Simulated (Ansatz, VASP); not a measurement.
# MgGaPSe: VASP beside Ansatz

Wanted: the spread between two codes on one cell, functional and k mesh. The cell is invented: As first built, before any earlier steps moved the atoms (in the runner's words): it takes the ZnGaPS structure with some of its atoms replaced by other elements, volume scaled by an estimate. It may not be a known or stable phase. The cell is taken from a series of VASP runs on this material, whose earlier steps may have relaxed, scaled or displaced it; both programs get it as it stands.

Method: plane waves, with VASP 6.6.1 beside it; elastic constants at PBEsol with D3(BJ), in Ansatz 0.2.0.

In doubt: the dispersion correction can have small steps in the geometry for these elements, which bears on fits and elastic values.

## (1) The starting structure

Symmetry: Cm, No. 8, monoclinic system. The conventional cell has a = 6.792 Å, b = 3.921 Å, c = 7.065 Å, α = 90.00°, β = 108.66°, γ = 90.00°. Se has 1 Ga at 2.45 Å and 3 Mg at 2.50 Å nearest. Nearest to Ga lie 3 P at 2.37 Å and 1 Se at 2.45 Å. Nearest to P lie 3 Ga at 2.37 Å and 1 Mg at 2.50 Å. Nearest to Mg lie 3 Se at 2.50 Å and 1 P at 2.50 Å. As first built, before any earlier steps moved the atoms (in the runner's words): sites of the ZnGaPS structure (space group 160) filled with other elements, volume scaled by an estimate. Farther neighbours and most contacts between anions are not listed.

## (2) VASP: elastic constants, PBEsol with D3(BJ)

Elastic constants are differences of stresses under small strains, so they test the stress and the mesh.

Lines of VASP's logs that name or quote its potential files are left out, and so is its time.

INCAR reads:

```
SYSTEM = MgGaPSe
PREC = Accurate
ENCUT = 500
EDIFF = 1E-07
NELM = 100
ISMEAR = -1
SIGMA = 0.05
LREAL = .FALSE.
ALGO = Normal
GGA = PS
IVDW = 12
NBANDS = 19
LORBIT = 11
LWAVE = .FALSE.
LCHARG = .FALSE.
KPAR = 2
IBRION = 6
NFREE = 2
POTIM = 0.015
ISIF = 3
NSW = 1
```

POSCAR reads:

```
MgGaPSe
1.0
    3.3957904926     -1.9605671365      0.0002746655
    3.3957904926      1.9605671365      0.0002746655
   -2.2613127420      0.0000000000      6.6937267810
Se Ga P Mg
1 1 1 1
Direct
    0.6164393817      0.6164393817      0.8592685506
    0.4952956285      0.4952956285      0.4928603086
    0.1278096726      0.1278096726      0.3902155306
    0.0021781652      0.0021781652      0.0167696102
```

KPOINTS reads:

```
Automatic mesh
0
Gamma
7 7 4
0 0 0
```

PAW data sets: Se, Ga_d, P and Mg (PBE family, release 64).

The run is started by

```console
mpirun -np 2 vasp_std
```

Numbers of over 12 decimals in the logs are rounded to 6 here.

Output:

```text
[banner, memory and clock lines left out]
running    2 mpi-ranks, on    1 nodes
 distrk:  each k-point on    1 cores,    2 groups
 distr:  one band on    1 cores,    1 groups

 POSCAR found type information on POSCAR SeGaP Mg
 POSCAR found :  4 types and       4 ions
|                                                                             |
|               ----> ADVICE to this user running VASP <----                  |
|                                                                             |
|     You enforced a specific xc type in the INCAR file but a different       |
|     [... a line on the potential file left out ...]
|     I HOPE YOU KNOW WHAT YOU ARE DOING!                                     |
|                                                                             |

 LDA part: xc-table for (Slater+PW92), standard interpolation
 POSCAR, INCAR and KPOINTS ok, starting setup
 FFT: planning ... GRIDC
 FFT: planning ... GRID_SOFT
 FFT: planning ... GRID
 WAVECAR not read
 entering main loop
       N       E                     dE             d eps       ncg     rms          rms(c)
DAV:   1     0.157504862199E+03    0.15750E+03   -0.11709E+04  2292   0.151E+03
DAV:   2    -0.298964628425E+00   -0.15780E+03   -0.15171E+03  2530   0.340E+02
DAV:   3    -0.175862573513E+02   -0.17287E+02   -0.17004E+02  2768   0.966E+01
DAV:   4    -0.181367727096E+02   -0.55052E+00   -0.54938E+00  3051   0.176E+01
DAV:   5    -0.181469507724E+02   -0.10178E-01   -0.10175E-01  2832   0.217E+00    0.507E+00
DAV:   6    -0.175565751757E+02    0.59038E+00   -0.10618E+00  3485   0.169E+01    0.322E+00
DAV:   7    -0.174730907455E+02    0.83484E-01   -0.44429E-01  2714   0.358E+00    0.127E+00
DAV:   8    -0.174708673325E+02    0.22234E-02   -0.28553E-02  2823   0.214E+00    0.261E-01
DAV:   9    -0.174711834123E+02   -0.31608E-03   -0.29560E-03  3146   0.803E-01    0.126E-01
DAV:  10    -0.174712099190E+02   -0.26507E-04   -0.32146E-04  2706   0.125E-01    0.640E-02
DAV:  11    -0.174712787759E+02   -0.68857E-04   -0.65134E-05  2558   0.707E-02    0.260E-02
DAV:  12    -0.174712854257E+02   -0.66497E-05   -0.11779E-05  2707   0.245E-02    0.836E-03
DAV:  13    -0.174712855395E+02   -0.11383E-06   -0.22443E-06  2959   0.103E-02    0.197E-03
DAV:  14    -0.174712855586E+02   -0.19093E-07   -0.34523E-07  2593   0.609E-03
   1 F= -.18582316E+02 E0= -.18582316E+02  d E =-.692955E-08
[... from here on, the cycles between the ionic steps are left out ...]
   2 F= -.18574443E+02 E0= -.18574443E+02  d E =-.208919E-07
   3 F= -.18572123E+02 E0= -.18572123E+02  d E =-.320141E-08
  27 F= -.18581329E+02 E0= -.18581329E+02  d E =-.745292E-08
  28 F= -.18581259E+02 E0= -.18581259E+02  d E =-.743544E-08
  29 F= -.18581259E+02 E0= -.18581259E+02  d E =-.743590E-08
  30 F= -.18581212E+02 E0= -.18581212E+02  d E =-.678458E-08
  31 F= -.18581221E+02 E0= -.18581221E+02  d E =-.716606E-08
  32 F= -.18581662E+02 E0= -.18581662E+02  d E =-.694069E-08
  33 F= -.18581578E+02 E0= -.18581578E+02  d E =-.695094E-08
  34 F= -.18581620E+02 E0= -.18581620E+02  d E =-.694734E-08
  35 F= -.18581620E+02 E0= -.18581620E+02  d E =-.694729E-08
  36 F= -.18581401E+02 E0= -.18581401E+02  d E =-.776896E-08
 Finite differences progress:
  Degree of freedom:  18/ 18
  Displacement:        1/  2
  Total:              35/ 36
 bond charge predicted
       N       E                     dE             d eps       ncg     rms          rms(c)
DAV:   1    -0.174701331935E+02    0.23611E-03   -0.44712E-02  2280   0.107E+00    0.107E-01
DAV:   2    -0.174702511124E+02   -0.11792E-03   -0.20971E-03  3078   0.261E-01    0.467E-02
DAV:   3    -0.174702125340E+02    0.38578E-04   -0.88726E-05  2750   0.611E-02    0.286E-02
DAV:   4    -0.174701913776E+02    0.21156E-04   -0.73539E-05  2870   0.602E-02    0.106E-02
DAV:   5    -0.174701914063E+02   -0.28730E-07   -0.22640E-05  2942   0.290E-02    0.778E-03
DAV:   6    -0.174701916902E+02   -0.28393E-06   -0.47954E-06  2490   0.128E-02    0.459E-03
DAV:   7    -0.174701916083E+02    0.81950E-07   -0.29197E-07  2626   0.341E-03
  37 F= -.18581219E+02 E0= -.18581219E+02  d E =-.627721E-08
 Finite differences progress:
  Degree of freedom:  18/ 18
  Displacement:        2/  2
  Total:              36/ 36
```

OUTCAR, selected parts (step 2):

```text
ion  position               nearest neighbor table
   1  0.616  0.616  0.859-   2 2.45   4 2.50   4 2.50   4 2.50
   2  0.495  0.495  0.493-   3 2.37   3 2.37   3 2.37   1 2.45
   3  0.128  0.128  0.390-   2 2.37   2 2.37   2 2.37   4 2.50
   4  0.002  0.002  0.017-   1 2.50   1 2.50   1 2.50   3 2.50

  LATTYP: Found a base centered monoclinic cell.
 ALAT       =     6.7915810074
 B/A-ratio  =     0.5773522054
 C/A-ratio  =     1.0403136265
 COS(beta)  =    -0.3199789895

 Subroutine GETGRP returns: Found  2 space group operations
 (whereof  2 operations were pure point group operations)

The static configuration has the point symmetry C_1h.

 Found     60 irreducible k-points:

   k-points           NKPTS =     60   k-points in BZ     NKDIM =     60   number of bands    NBANDS=     19

   dimension x,y,z NGX =    30 NGY =   30 NGZ =   54
   dimension x,y,z NGXF=    60 NGYF=   60 NGZF=  108

   ENCUT  =  500.0 eV  36.75 Ry    6.06 a.u.   7.15  7.15 12.88*2*pi/ulx,y,z

   NELECT =      26.0000    total number of electrons

 k-points in reciprocal lattice and weights: Automatic mesh
   0.00000000  0.00000000  0.00000000       0.005
   0.14285714 -0.00000000 -0.00000000       0.020
   0.28571429 -0.00000000  0.00000000       0.020
   0.42857143 -0.00000000  0.00000000       0.020
   0.14285714  0.14285714  0.00000000       0.010
   0.28571429  0.14285714  0.00000000       0.020
   0.42857143  0.14285714  0.00000000       0.020
  -0.42857143  0.14285714 -0.00000000       0.020
  -0.28571429  0.14285714  0.00000000       0.020
[...]
0.42857143  0.42857143  0.50000000       0.010
  -0.42857143  0.42857143  0.50000000       0.010

 Edisp (eV)   -1.11103

 average (electrostatic) potential at core
       1 -54.1641       2 -66.6118       3 -84.4314       4 -37.3998

 E-fermi :   3.6470

 k-point     1 :       0.0000    0.0000    0.0000
  band No.  band energies     occupation
    ...
      9       2.0056      2.00000
     10       2.0061      2.00000
     11       2.6457      2.00000
     12       2.8382      2.00000
     13       2.8387      2.00000
     14       4.3901      0.00000
     15       5.9602      0.00000
     16       7.4950      0.00000
     17       7.4959      0.00000
     18       8.0112      0.00000
    ...

 k-point     2 :       0.1429   -0.0000   -0.0000
  band No.  band energies     occupation
    ...
      9       0.9183      2.00000
     10       1.4871      2.00000
     11       1.8036      2.00000
     12       2.5065      2.00000
     13       2.5154      2.00000
[...]
...
      9      -0.1175      2.00000
     10       0.3670      2.00000
     11       1.2681      2.00000
     12       1.8185      2.00000
     13       2.3412      2.00000
     14       6.2468      0.00000
     15       7.1046      0.00000
     16       7.5974      0.00000
     17       8.3363      0.00000
     18       9.0464      0.00000
    ...

 Edisp (eV)   -1.11103

  Total       0.14037     0.13576    -0.02136     0.00000     0.00000     0.00067
  in kB       2.52323     2.44034    -0.38403     0.00000     0.00000     0.01201
  external pressure =        1.53 kB  Pullay stress =        0.00 kB

  energy-cutoff  :      500.00
  volume of cell :       89.13
      direct lattice vectors                 reciprocal lattice vectors
     3.395790493 -1.960567136  0.000274666     0.147237098 -0.255028247  0.049740471
     3.395790493  1.960567136  0.000274666     0.147237098  0.255028247  0.049740471
    -2.261312742  0.000000000  6.693726781    -0.000012083  0.000000000  0.149389527

 POSITION                                       TOTAL-FORCE (eV/Angst)
 -----------------------------------------------------------------------------------
      2.24352      0.00000      5.75205         0.001258      0.000000     -0.039724
      2.24933      0.00000      3.29934         0.000382      0.000000     -0.032536
     -0.01437      0.00000      2.61207        -0.004105      0.000000     -0.066117
     -0.02313      0.00000      0.09725         0.002465      0.000000      0.138377
 -----------------------------------------------------------------------------------
    total drift:                               -0.000029      0.000000     -0.000193

  FREE ENERGIE OF THE ION-ELECTRON SYSTEM (eV)
  ---------------------------------------------------
  free  energy   TOTEN  =       -18.5812194659 eV

  energy  without entropy=      -18.5812194597  energy(sigma->0) =      -18.58121946

  SYMMETRIZED ELASTIC MODULI (kBar)
 Direction    XX          YY          ZZ          XY          YZ          ZX
 --------------------------------------------------------------------------------
 XX        1442.4962    361.9845    233.7327      0.0000      0.0000    235.4177
 YY         361.9845   1438.8091    232.1378      0.0000      0.0000   -235.0293
 ZZ         233.7327    232.1378   1573.4616      0.0000      0.0000      0.6170
 XY           0.0000      0.0000      0.0000    538.8049   -234.9937      0.0000
 YZ           0.0000      0.0000      0.0000   -234.9937    337.7573      0.0000
 ZX         235.4177   -235.0293      0.6170      0.0000      0.0000    337.0505
 --------------------------------------------------------------------------------

 Eigenvectors and eigenvalues of the dynamical matrix
 ----------------------------------------------------

   1 f  =   11.139541 THz    69.991799 2PiTHz  371.575083 cm-1    46.069418 meV
             X         Y         Z           dx          dy          dz
      2.243523  0.000000  5.752048    -0.001626   -0.000000   -0.044603
      2.249329  0.000000  3.299344     0.004800    0.000000    0.027388
     -0.014370  0.000000  2.612066    -0.008894   -0.000000   -0.645003
     -0.023128  0.000000  0.112252     0.004615    0.000000    0.762303

   2 f  =   10.250643 THz    64.406690 2PiTHz  341.924647 cm-1    42.393234 meV
             X         Y         Z           dx          dy          dz
      2.243523  0.000000  5.752048     0.007158    0.000000   -0.001219
      2.249329  0.000000  3.299344    -0.544694   -0.000000    0.001163
     -0.014370  0.000000  2.612066     0.837776    0.000000   -0.006348
     -0.023128  0.000000  0.112252    -0.035810   -0.000000    0.007951

   3 f  =   10.246961 THz    64.383553 2PiTHz  341.801820 cm-1    42.378006 meV
             X         Y         Z           dx          dy          dz
      2.243523  0.000000  5.752048     0.000000   -0.006877   -0.000000
      2.249329  0.000000  3.299344    -0.000000    0.545066    0.000000
     -0.014370  0.000000  2.612066     0.000000   -0.837637   -0.000000
     -0.023128  0.000000  0.112252    -0.000000    0.034921    0.000000

   4 f  =    9.020317 THz    56.676323 2PiTHz  300.885385 cm-1    37.305016 meV
             X         Y         Z           dx          dy          dz
      2.243523  0.000000  5.752048     0.488262    0.000000   -0.000331
      2.249329  0.000000  3.299344     0.015923    0.000000   -0.000763
     -0.014370  0.000000  2.612066    -0.031145   -0.000000   -0.002190
     -0.023128  0.000000  0.112252    -0.871983   -0.000000    0.004012

   5 f  =    9.015583 THz    56.646578 2PiTHz  300.727477 cm-1    37.285438 meV
             X         Y         Z           dx          dy          dz
      2.243523  0.000000  5.752048     0.000000   -0.488307   -0.000000
      2.249329  0.000000  3.299344     0.000000   -0.015492    0.000000
     -0.014370  0.000000  2.612066    -0.000000    0.030282   -0.000000
     -0.023128  0.000000  0.112252    -0.000000    0.872009   -0.000000

   6 f  =    7.732934 THz    48.587457 2PiTHz  257.942911 cm-1    31.980831 meV
             X         Y         Z           dx          dy          dz
      2.243523  0.000000  5.752048     0.001120    0.000000    0.256566
      2.249329  0.000000  3.299344    -0.000662    0.000000    0.475785
     -0.014370  0.000000  2.612066    -0.000450   -0.000000   -0.641229
     -0.023128  0.000000  0.112252    -0.000778   -0.000000   -0.544634

   7 f  =    6.772854 THz    42.555094 2PiTHz  225.918075 cm-1    28.010259 meV
             X         Y         Z           dx          dy          dz
      2.243523  0.000000  5.752048     0.001527    0.000000   -0.738415
      2.249329  0.000000  3.299344    -0.000924    0.000000    0.656346
     -0.014370  0.000000  2.612066    -0.002009   -0.000000    0.144470
     -0.023128  0.000000  0.112252     0.000508   -0.000000    0.055435

   8 f  =    1.620938 THz    10.184655 2PiTHz   54.068680 cm-1     6.703659 meV
             X         Y         Z           dx          dy          dz
      2.243523  0.000000  5.752048    -0.000000   -0.608201   -0.000000
      2.249329  0.000000  3.299344     0.000000    0.604155    0.000000
     -0.014370  0.000000  2.612066     0.000000    0.383821   -0.000000
     -0.023128  0.000000  0.112252    -0.000000   -0.343176    0.000000

   9 f  =    1.612158 THz    10.129485 2PiTHz   53.775792 cm-1     6.667345 meV
             X         Y         Z           dx          dy          dz
      2.243523  0.000000  5.752048     0.613157   -0.000000    0.005389
      2.249329  0.000000  3.299344    -0.599702    0.000000    0.001477
     -0.014370  0.000000  2.612066    -0.380341    0.000000    0.003372
     -0.023128  0.000000  0.112252     0.345964   -0.000000    0.001668

  10 f/i=    0.001491 THz     0.009369 2PiTHz    0.049741 cm-1     0.006167 meV
             X         Y         Z           dx          dy          dz
      2.243523  0.000000  5.752048    -0.584227    0.000000    0.214319
      2.249329  0.000000  3.299344    -0.548840    0.000000    0.201233
     -0.014370  0.000000  2.612066    -0.365778    0.000000    0.134309
     -0.023128  0.000000  0.112252    -0.324140    0.000000    0.118856

  11 f/i=    0.009619 THz     0.060439 2PiTHz    0.320861 cm-1     0.039782 meV
             X         Y         Z           dx          dy          dz
      2.243523  0.000000  5.752048     0.000000   -0.625780    0.000000
      2.249329  0.000000  3.299344     0.000000   -0.581085    0.000000
     -0.014370  0.000000  2.612066     0.000000   -0.387464    0.000000
     -0.023128  0.000000  0.112252     0.000000   -0.347292    0.000000

  12 f/i=    0.010941 THz     0.068741 2PiTHz    0.364937 cm-1     0.045246 meV
             X         Y         Z           dx          dy          dz
      2.243523  0.000000  5.752048     0.210379    0.000000    0.583921
      2.249329  0.000000  3.299344     0.205338    0.000000    0.549171
     -0.014370  0.000000  2.612066     0.136473    0.000000    0.365829
     -0.023128  0.000000  0.112252     0.116545    0.000000    0.324014

 ELASTIC MODULI CONTR FROM IONIC RELAXATION (kBar)
 Direction    XX          YY          ZZ          XY          YZ          ZX
 --------------------------------------------------------------------------------
 XX        -295.8253     79.0487    156.3859      0.0000     -0.0000   -161.8712
 YY          79.0487   -291.7538    159.6933     -0.0000      0.0000    163.1057
 ZZ         156.3859    159.6933   -264.9967     -0.0000      0.0000     -0.4212
 XY           0.0000     -0.0000     -0.0000   -186.1564    162.1471      0.0000
 YZ          -0.0000      0.0000      0.0000    162.1471   -149.0990     -0.0000
 ZX        -161.8712    163.1057     -0.4212      0.0000     -0.0000   -149.9075
 --------------------------------------------------------------------------------

 TOTAL ELASTIC MODULI (kBar)
 Direction    XX          YY          ZZ          XY          YZ          ZX
 --------------------------------------------------------------------------------
 XX        1146.6709    441.0332    390.1186      0.0000     -0.0000     73.5465
 YY         441.0332   1147.0553    391.8311     -0.0000      0.0000    -71.9236
 ZZ         390.1186    391.8311   1308.4649     -0.0000      0.0000      0.1959
 XY           0.0000     -0.0000     -0.0000    352.6485    -72.8465      0.0000
 YZ          -0.0000      0.0000      0.0000    -72.8465    188.6583     -0.0000
 ZX          73.5465    -71.9236      0.1959      0.0000     -0.0000    187.1430
 --------------------------------------------------------------------------------

 total charge
# of ion       s       p       d       tot
------------------------------------------
    1        1.436   2.524   0.018   3.978
    2        0.862   0.792  10.014  11.668
    3        1.017   1.511   0.000   2.528
    4        0.184   0.164   0.038   0.386
--------------------------------------------------
tot          3.499   4.991  10.070  18.560
```

[end of part 1 of 2]

[Lines on the potential files, build, host, timing and source positions are cut from VASP's logs without a mark.]

[Logs are printed without paths, hosts, clocks, repeated set-up lines and the standing remarks that a program may print on its own settings, such as how far it seeks lower states.]

[Hosts, paths, dates, database ids (printed as entryN), source tags and the programs' standing remarks are cut or masked in the printed files.]
